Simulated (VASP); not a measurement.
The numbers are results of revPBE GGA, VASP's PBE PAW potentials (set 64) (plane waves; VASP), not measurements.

VASP input:

INCAR:
```
ALGO=Normal
EDIFF=1E-7
ENCUT=520
GGA=RE
ISIF=2
ISMEAR=0
LASPH=T
LCHARG=F
LMAXMIX=4
LREAL=F
LWAVE=F
NELM=100
PREC=Accurate
SIGMA=0.05
SYSTEM=ZnSe
```

**KPOINTS**
```
Automatic mesh
0
Gamma
8 8 8
0 0 0
```

POSCAR:
```
ZnSe
1
    0.0000000000     2.9247416219     2.9247416219
    2.9247416219     0.0000000000     2.9247416219
    2.9247416219     2.9247416219     0.0000000000
Zn Se
1 1
Direct
  0.0000000000   0.0000000000   0.0000000000
  0.2500000000   0.2500000000   0.2500000000
```

POTCAR, in this order: Zn Se (PBE.64 set). Program: vasp_std.

The run wrote:

**OSZICAR**
```
       N       E                     dE             d eps       ncg     rms          rms(c)
DAV:   1     0.880603341032E+02    0.88060E+02   -0.88843E+03   754   0.153E+03
DAV:   2     0.185930959423E+00   -0.87874E+02   -0.83591E+02   799   0.274E+02
DAV:   3    -0.568909492331E+01   -0.58750E+01   -0.58448E+01   949   0.712E+01
DAV:   4    -0.574814852734E+01   -0.59054E-01   -0.59038E-01   809   0.760E+00
DAV:   5    -0.574849781318E+01   -0.34929E-03   -0.34928E-03   904   0.542E-01    0.433E+00
DAV:   6    -0.547798034040E+01    0.27052E+00   -0.65130E-01  1082   0.254E+01    0.330E+00
DAV:   7    -0.546411385585E+01    0.13866E-01   -0.17408E-01   864   0.406E+00    0.139E+00
DAV:   8    -0.546635766881E+01   -0.22438E-02   -0.52827E-03   814   0.657E-01    0.427E-01
DAV:   9    -0.546732394315E+01   -0.96627E-03   -0.14564E-03   862   0.327E-01    0.759E-02
DAV:  10    -0.546752957931E+01   -0.20564E-03   -0.23411E-04   814   0.157E-01    0.163E-02
DAV:  11    -0.546758024602E+01   -0.50667E-04   -0.84990E-05   849   0.912E-02    0.746E-03
DAV:  12    -0.546758532079E+01   -0.50748E-05   -0.93708E-06   834   0.300E-02    0.515E-03
DAV:  13    -0.546758610136E+01   -0.78057E-06   -0.23791E-06   814   0.132E-02    0.114E-03
DAV:  14    -0.546758621543E+01   -0.11407E-06   -0.12821E-07   799   0.416E-03    0.443E-04
DAV:  15    -0.546758625303E+01   -0.37597E-07   -0.21930E-08   547   0.233E-03
   1 F= -.54675863E+01 E0= -.54675863E+01  d E =-.499425E-11
```

**OUTCAR**
```
------------------------ aborting loop because EDIFF is reached ----------------------------------------
  FORCE on cell =-STRESS in cart. coord.  units (eV):
  Direction    XX          YY          ZZ          XY          YZ          ZX
  --------------------------------------------------------------------------------------
  Total       -0.4380673     -0.4380673     -0.4380673      0.0000000      0.0000000     -0.0000000
  in kB      -14.0268103    -14.0268103    -14.0268103      0.0000000      0.0000000     -0.0000000
  external PRESSURE =     -14.0268103 kB  Pullay stress =       0.0000000 kB
  volume of cell :       50.04
      direct lattice vectors                 reciprocal lattice vectors
     0.000000000  2.924741622  2.924741622    -0.170955272  0.170955272  0.170955272
     2.924741622  0.000000000  2.924741622     0.170955272 -0.170955272  0.170955272
     2.924741622  2.924741622  0.000000000     0.170955272  0.170955272 -0.170955272
  FREE ENERGIE OF THE ION-ELECTRON SYSTEM (eV)
  ---------------------------------------------------
  free  energy   TOTEN  =        -5.4675862530 eV

  energy  without entropy=       -5.4675862530  energy(sigma->0) =       -5.46758625
```
(Selected blocks of OUTCAR.)

The compound is ZnSe in the zinc blende structure. This cell is one point of a volume scan, at 1.03 of the reference volume.
